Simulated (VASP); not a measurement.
Data:

```
AgCrS2
1.0
    1.73551     1.00200     6.65711
   -1.73551     1.00200     6.65711
    0.00000    -2.00399     6.65711
Cr Ag S
1 1 2
Cartesian
  0.00000   0.00000   0.01974
  0.00000   0.00000   3.06652
  0.00000   0.00000  14.66188
  0.00000   0.00000   5.44650
```

Method: PBEsol GGA, VASP's PBE PAW potentials (set 64) (plane waves; VASP). Run with 400 eV cut-off, Gaussian smearing of 0.050 eV, potentials Cr_pv Ag S.

The run has a spin-polarised start.

Question: Give the spin-up energies of bands 8 to 21 at the high-symmetry points, in eV from the valence-band maximum.

Answer: 
```csv
band,Γ,T,H2,L,S0,F
8,-4.44,-4.59,-5.38,-5.25,-5.38,-4.99
9,-4.44,-4.26,-4.87,-4.65,-4.78,-4.77
10,-3.94,-3.96,-4.52,-4.47,-4.60,-4.68
11,-3.94,-3.96,-4.17,-3.80,-4.17,-3.67
12,-3.63,-3.90,-3.76,-3.52,-3.77,-3.34
13,-3.63,-3.30,-3.30,-3.28,-3.18,-2.87
14,-1.40,-3.30,-3.01,-2.90,-3.11,-2.82
15,-1.39,-1.36,-2.24,-2.09,-2.22,-2.35
16,-1.39,-1.36,-1.95,-1.67,-1.98,-1.83
17,-1.08,-0.65,-1.13,-1.32,-1.14,-1.19
18,-0.25,-0.65,-0.48,-0.82,-0.48,-0.82
19,-0.25,-0.33,-0.42,-0.60,-0.41,-0.65
20,2.02,2.55,1.19,1.57,1.14,2.23
21,2.33,2.55,1.76,1.91,1.76,2.42
```

Question: Give the spin-down energies of bands 8 to 21 at the high-symmetry points, in eV from the valence-band maximum.

Answer: 
```tsv
band	Γ	T	H2	L	S0	F
8	-4.35	-4.45	-5.17	-5.09	-5.18	-4.88
9	-4.35	-4.09	-4.69	-4.59	-4.61	-4.64
10	-3.90	-3.92	-4.31	-4.36	-4.38	-4.62
11	-3.90	-3.92	-4.05	-3.63	-4.06	-3.37
12	-2.95	-3.69	-3.66	-3.33	-3.68	-3.32
13	-2.95	-2.61	-3.10	-2.83	-2.98	-2.41
14	-1.35	-2.61	-2.77	-2.61	-2.87	-2.37
15	-0.23	-0.64	-1.91	-1.94	-1.90	-2.06
16	-0.23	-0.64	-1.60	-1.56	-1.63	-1.66
17	1.06	1.17	1.51	0.75	1.51	0.49
18	1.15	1.17	1.93	2.07	1.99	2.12
19	1.15	1.97	2.15	2.21	2.12	2.25
20	2.54	3.69	2.44	3.05	2.39	3.16
21	3.46	3.69	3.10	3.20	3.11	3.47
```

The gap is indirect, 0.49 eV, from the valence maximum at Γ-S0 at 0.55 to the conduction minimum at F.

The structure comes from a computed database's CrAgS2 entry (R3m); how it stands against other phases isn't given here. It was relaxed first, which changed the volume by -5 %.
